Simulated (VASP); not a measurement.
```
InSb
1.0
    0.00000     3.23551     3.23551
    3.23551     0.00000     3.23551
    3.23551     3.23551     0.00000
In Sb
1 1
Direct
  0.00000   0.00000   0.00000
  0.25000   0.25000   0.25000
```

All values below come from PBE GGA with D4 dispersion, VASP's PBE PAW potentials (set 64) (plane waves; VASP). Numerical set-up: 520 eV cut-off, 10×10×10 Γ-centred mesh, first-order Methfessel-Paxton smearing of 0.10 eV, potentials In_d Sb.

Problem. Give the stress tensor in GPa (positive for a compressed cell).

Solution. 
```
1.41  0.00  0.00
0.00  1.41  0.00
0.00  0.00  1.41
```
The pressure is its mean diagonal, 1.41 GPa.

The compound is InSb in the zinc blende structure. This cell is one point of a volume scan, at 0.97 of the reference volume.
